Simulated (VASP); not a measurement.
Consider the following.

```xyz
2
Lattice="2.7279 0.0000 0.0000 0.0000 2.7279 0.0000 0.0000 0.0000 3.7570" Properties=species:S:1:pos:R:3 pbc="T T T"
Fe     0.0000     0.0000     0.0000
Pt     1.3640     1.3640     1.8785
```
Starting moments (μB, in the order of the record's atoms Fe Pt): 2.9 0.3.

The numbers are results of PBE GGA, VASP's PBE PAW potentials (set 64) (plane waves; VASP), not measurements. Settings: 480 eV cut-off, 12×12×10 Γ-centred mesh, first-order Methfessel-Paxton smearing of 0.10 eV, potentials Fe Pt.

Energy and stress use the plane-wave basis of the starting cell.

**Question.** The ions, cell shape and volume at an external pressure of 20.0 GPa are relaxed. Predict the relaxed structure.

**Answer.** 
```xyz
2
Lattice="2.6529 0.0000 0.0000 0.0000 2.6529 0.0000 0.0000 0.0000 3.6678" Properties=species:S:1:pos:R:3 pbc="T T T"
Fe     0.0000     0.0000     0.0000
Pt     1.3265     1.3265     1.8339
```
Space group P4/mmm (123), at a tolerance of 0.03 Å. The cell ends with 3.13 μB, on the sites 2.79 0.30 μB.

**Question.** How do energy and volume change from the first to the last step?

**Answer.** The energy (σ→0) changes by +62.1 meV/atom and the volume by -7.7 %, in 8 ionic steps.

The compound is FePt in the L1_0 structure. This run relaxes it under an external pressure of 20 GPa. Symmetry was kept, so distortions that lower it aren't found.
